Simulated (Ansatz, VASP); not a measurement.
**Two plane-wave programs on B4SbN3**

File INCAR:

```
  PREC = Accurate
  ENCUT = 520
  EDIFF = 1E-6
  ISMEAR = -1
  SIGMA = 0.1497
  LREAL = F
  LASPH = T
  NELM = 60
  ALGO = Normal
  ISIF = 2
  LWAVE = F
  LCHARG = F
  GGA = PE
  NBANDS = 26
```

Contents of KPOINTS:

```
regular mesh
0
Gamma
  10 4 10
```

The input POSCAR:

```
B4SbN3
1.0
    2.9718220000      0.0000000000      0.0000000000
    0.0000000000      7.9880180000      0.0000000000
    0.0000000000      0.0000000000      2.9518770000
N Sb B
3 1 4
Direct
    0.0000000000      0.3120000000      0.0000000000
    0.0000000000      0.6880000000      0.0000000000
    0.5000000000      0.0000000000      0.0000000000
    0.5000000000      0.5000000000      0.5000000000
    0.5000000000      0.2120000000      0.5000000000
    0.5000000000      0.7880000000      0.5000000000
    0.0000000000      0.1060000000      0.5000000000
    0.0000000000      0.8940000000      0.5000000000
```

Input for Ansatz:

```yaml
crystal:
  lattice:
    - [2.971822, 0.0, 0.0]
    - [0.0, 7.988018, 0.0]
    - [0.0, 0.0, 2.951877]
  atoms:
    - { symbol: "N", position: [0.0, 0.312, 0.0] }
    - { symbol: "N", position: [0.0, 0.688, 0.0] }
    - { symbol: Sb, position: [0.5, 0.5, 0.5] }
    - { symbol: B, position: [0.5, 0.212, 0.5] }
    - { symbol: B, position: [0.5, 0.788, 0.5] }
    - { symbol: B, position: [0.0, 0.106, 0.5] }
    - { symbol: B, position: [0.0, 0.894, 0.5] }
    - { symbol: "N", position: [0.5, 0.0, 0.0] }
  symmetry: { tolerance: 0.0003 }
kpoints:
  mp_grid: { grid: [10, 4, 10], shift: [0, 0, 0] }
  band_path:
    path:
      - [0.0, 0.0, 0.0]
      - [0.0, 0.0, 0.5]
      - [0.5, 0.0, 0.5]
      - [0.5, 0.0, 0.0]
      - [0.0, 0.0, 0.0]
      - [0.0, 0.5, 0.0]
      - [0.0, 0.5, 0.5]
      - [0.5, 0.5, 0.5]
      - [0.5, 0.5, 0.0]
      - [0.0, 0.5, 0.0]
      - [0.0, 0.0, 0.5]
    npoints: 6
magnetization:
  spin_polarized: false
scf:
  occupations: { method: fermi_dirac, width: 0.1497 }
  lower_state_search: "off"
  max_iter: 200
hamiltonian:
  pseudopotentials: { kind: paw }
  xc: pbe
basis:
  ecutwfc: 420
  fft_grid_basis: typed
output:
  forces: true
  stress: true
  eigenvalues: true
  bader: true
  populations: true
  elf: true
  write_potential: true
  volumetric_format: npy
  dos:
    e_range: [-12, 8]
    de: 0.05
    projected: { site_lists: { B: [B], "N": ["N"], Sb: [Sb] } }
checkpoint:
  read: saved_state
```

Alike in both runs: task single point; functional PBE; k mesh 10 × 4 × 10; occupations fermi-dirac, width 0.1497 eV; no spin polarisation.

|  | VASP | Ansatz |
| --- | --- | --- |
| version | VASP 6.6.1 | Ansatz 0.2.0 |
| potentials or method | VASP PAW PBE potentials, release 64 (N, Sb, B) | PAW plane waves |
| plane-wave cutoff (eV) | 520 | 420 |
| valence electrons in the cell | 32 | 42 |

Ansatz gave:

| Item | Value |
| --- | --- |
| pressure (GPa) | 7.9 |
| largest component of the traceless stress (GPa) | 4.33 |
| rms of the force components (eV/Å) | 0.502 |

Which values does VASP return?

Pressure (GPa): 7.7; largest component of the traceless stress (GPa): 4.55; rms of the force components (eV/Å): 0.503.

The two sets of potentials don't hold the same shells in valence.

Caveats: forces of over 1 eV/Å show positions far from the minimum, so gaps and moduli don't describe the material at rest. Spin-orbit coupling is left out, which matters for the levels of Sb.
